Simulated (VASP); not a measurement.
Input:

```
CELL_PARAMETERS angstrom
      0.00000     3.37934     3.37934
      3.37934     0.00000     3.37934
      3.37934     3.37934     0.00000
ATOMIC_POSITIONS crystal
  Mg 0.25000 0.25000 0.25000
  Mg 0.75000 0.75000 0.75000
  Sn 0.00000 0.00000 0.00000
```

Calculation: vdW-DF-cx, VASP's PBE PAW potentials (set 64) (plane waves; VASP 6.6.1). Settings: 520 eV cut-off, Gaussian smearing of 0.050 eV, potentials Mg Sn_d.

### Question
Give the energies of bands 7 to 12 at the high-symmetry points, in eV from the Fermi level.

### Answer

```json
[
 {"band": "7", "Γ": "0.01", "X": "-4.53", "U": "-4.12", "L": "-4.76", "W": "-3.72"},
 {"band": "8", "Γ": "0.01", "X": "-2.08", "U": "-3.50", "L": "-0.81", "W": "-3.72"},
 {"band": "9", "Γ": "0.01", "X": "-2.08", "U": "-1.75", "L": "-0.81", "W": "-2.68"},
 {"band": "10", "Γ": "1.45", "X": "-0.01", "U": "0.45", "L": "0.78", "W": "2.66"},
 {"band": "11", "Γ": "2.23", "X": "0.17", "U": "2.66", "L": "2.27", "W": "3.07"},
 {"band": "12", "Γ": "2.23", "X": "7.26", "U": "5.38", "L": "2.27", "W": "3.07"}
]
```

It has no gap at this level: it comes out as a metal or semimetal.

Measured: gap 0.36 eV (computed value off by -0.36 eV), as given by Byungki Ryu et al., Journal of the Korean Physical Society (2019), arXiv:1905.06140.

The compound is Mg2Sn in the antifluorite structure. It was relaxed first.
